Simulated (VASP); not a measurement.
Method: rev-vdW-DF2, VASP's PBE PAW potentials (set 64) (plane waves; VASP 6.6.1).

VASP input:

INCAR:
```
! general
SYSTEM    =  ZnSe
PREC      =  Accurate
ENCUT     =  520   ! plane-wave cut-off (eV)
LREAL     =  F   ! projection in real space or not
LASPH     =  T   ! aspherical one-centre terms

! electronic loop
EDIFF     =  1E-7
NELM      =  100   ! most electronic steps
ALGO      =  Normal
LMAXMIX   =  4   ! l cut-off of mixed one-centre charges

! smearing
ISMEAR    =  0   ! Gaussian
SIGMA     =  0.05

! functional
GGA       =  MK
LUSE_VDW  =  T
AGGAC     =  0.0
PARAM1    =  0.1234568
PARAM2    =  0.7114
ZAB_VDW   =  -1.8867

! ions
ISIF      =  2   ! forces and stress, cell fixed

! output
LWAVE     =  F
LCHARG    =  F
```

**POSCAR**
```
ZnSe
1
    0.0000000000     2.8505610766     2.8505610766
    2.8505610766     0.0000000000     2.8505610766
    2.8505610766     2.8505610766     0.0000000000
Zn Se
1 1
Direct
  0.0000000000   0.0000000000   0.0000000000
  0.2500000000   0.2500000000   0.2500000000
```

File KPOINTS:
```
kpoints
0
gamma
  8 8 8
0 0 0
```

POTCAR, in this order: Zn Se (PBE.64 set). Program: vasp_std.

Output

### OUTCAR
```
 ion  position               nearest neighbor table
   1  0.000  0.000  0.000-   2 2.47   2 2.47   2 2.47   2 2.47
   2  0.250  0.250  0.250-   1 2.47   1 2.47   1 2.47   1 2.47
  LATTYP: Found a face centered cubic cell.
 ALAT       =     5.7011221532
 Subroutine PRICEL returns:
 Original cell was already a primitive cell.
 Subroutine GETGRP returns: Found 24 space group operations
The static configuration has the point symmetry T_d .
The dynamic configuration has the point symmetry T_d .
 Subroutine INISYM returns: Found 24 space group operations
 Subroutine IBZKPT returns following result:
 Found     29 irreducible k-points:

 Following reciprocal coordinates:
            Coordinates               Weight
  0.000000  0.000000  0.000000      1.000000
  0.125000  0.000000  0.000000      8.000000
  0.250000  0.000000  0.000000      8.000000
  0.375000  0.000000  0.000000      8.000000
  0.500000  0.000000  0.000000      4.000000
  0.125000  0.125000  0.000000      6.000000
  0.250000  0.125000  0.000000     24.000000
  0.375000  0.125000  0.000000     24.000000
  0.500000  0.125000  0.000000     24.000000
...
```

File OSZICAR:
```
       N       E                     dE             d eps       ncg     rms          rms(c)
DAV:   1     0.935005356500E+02    0.93501E+02   -0.90046E+03   754   0.156E+03
DAV:   2     0.381885879775E+01   -0.89682E+02   -0.85924E+02   789   0.283E+02
DAV:   3    -0.211316196089E+01   -0.59320E+01   -0.59063E+01   949   0.725E+01
DAV:   4    -0.216927882510E+01   -0.56117E-01   -0.56108E-01   804   0.761E+00
DAV:   5    -0.216958721211E+01   -0.30839E-03   -0.30838E-03   889   0.529E-01    0.464E+00
DAV:   6    -0.189571618921E+01    0.27387E+00   -0.70083E-01  1082   0.282E+01    0.349E+00
DAV:   7    -0.187912286746E+01    0.16593E-01   -0.18092E-01   814   0.433E+00    0.148E+00
DAV:   8    -0.187856053773E+01    0.56233E-03   -0.35723E-03   890   0.630E-01    0.459E-01
DAV:   9    -0.187851927056E+01    0.41267E-04   -0.85400E-04   804   0.279E-01    0.642E-02
DAV:  10    -0.187855056662E+01   -0.31296E-04   -0.76434E-05   844   0.834E-02    0.170E-02
DAV:  11    -0.187855372429E+01   -0.31577E-05   -0.10536E-05   809   0.291E-02    0.352E-03
DAV:  12    -0.187855406034E+01   -0.33605E-06   -0.11453E-06   909   0.959E-03    0.254E-03
DAV:  13    -0.187855396474E+01    0.95598E-07   -0.13279E-07   576   0.437E-03
   1 F= -.18785540E+01 E0= -.18785540E+01  d E =-.153472E-16
```

OUTCAR:
```
------------------------ aborting loop because EDIFF is reached ----------------------------------------
  FORCE on cell =-STRESS in cart. coord.  units (eV):
  Direction    XX          YY          ZZ          XY          YZ          ZX
  --------------------------------------------------------------------------------------
  Total        0.0004758      0.0004758      0.0004758     -0.0000000      0.0000000     -0.0000000
  in kB        0.0164557      0.0164557      0.0164557     -0.0000000      0.0000000     -0.0000000
  external PRESSURE =       0.0164557 kB  Pullay stress =       0.0000000 kB
  volume of cell :       46.33
      direct lattice vectors                 reciprocal lattice vectors
     0.000000000  2.850561077  2.850561077    -0.175404065  0.175404065  0.175404065
     2.850561077  0.000000000  2.850561077     0.175404065 -0.175404065  0.175404065
     2.850561077  2.850561077  0.000000000     0.175404065  0.175404065 -0.175404065
  FREE ENERGIE OF THE ION-ELECTRON SYSTEM (eV)
  ---------------------------------------------------
  free  energy   TOTEN  =        -1.8785539647 eV

  energy  without entropy=       -1.8785539647  energy(sigma->0) =       -1.87855396
```
(Selected blocks of OUTCAR.)

The compound is ZnSe in the zinc blende structure. It was relaxed first.
